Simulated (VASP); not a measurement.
A run of VASP 6.6.1 is set up as follows.

POSCAR

```
HfO2                                    
1.0
    0.0000000000      2.5356599433      2.5356599433
    2.5356599433     -0.0000000000      2.5356599433
    2.5356599433      2.5356599433      0.0000000000
  Hf              O             
     1     2
Direct
     0.0000000000000000    0.0000000000000000    0.0000000000000000
     0.2500000000000000    0.2500000000000000    0.2500000000000000
     0.7500000000000000    0.7500000000000000    0.7500000000000000
```

File INCAR.step1:

```
ALGO = Normal
EDIFF = 1E-5
ENCUT = 520
GGA = PE
ISIF = 2
ISMEAR = 0
KPAR = 4
LASPH = T
LREAL = F
LWAVE = T
NELM = 80
PREC = Accurate
SIGMA = 0.02
```

File INCAR.step2:

```
AEXX = 0.25
ALGO = Normal
EDIFF = 1E-7
ENCUT = 520
GGA = PE
ISIF = 2
ISMEAR = 0
ISTART = 1
KPAR = 4
LASPH = T
LCHARG = T
LHFCALC = T
LREAL = F
LVHAR = T
LWAVE = F
NELM = 80
PREC = Accurate
PRECFOCK = Fast
SIGMA = 0.02
```

The input KPOINTS:

```
k-points
0
Gamma
  6 6 6
```

Potentials or basis: VASP PAW PBE potentials, release 64 (Hf_pv, O).

The run is started by

```sh
$ cat potpaw_PBE.64/Hf_pv/POTCAR potpaw_PBE.64/O/POTCAR > POTCAR
$ cp INCAR.step1 INCAR
$ mpirun -np 4 vasp_std > vasp.out
$ cp INCAR.step2 INCAR
$ mpirun -np 4 vasp_std > vasp.out
```

(1) Predict the pressure.

(2) Estimate the band gap on the k mesh.

Results:

(1) -7.2 GPa.

(2) 6.10 eV, direct.

Caveat: the PAW data sets were made with another functional, which shifts forces and pressure a little; spin-orbit coupling is left out, which moves the levels of the heavy elements.
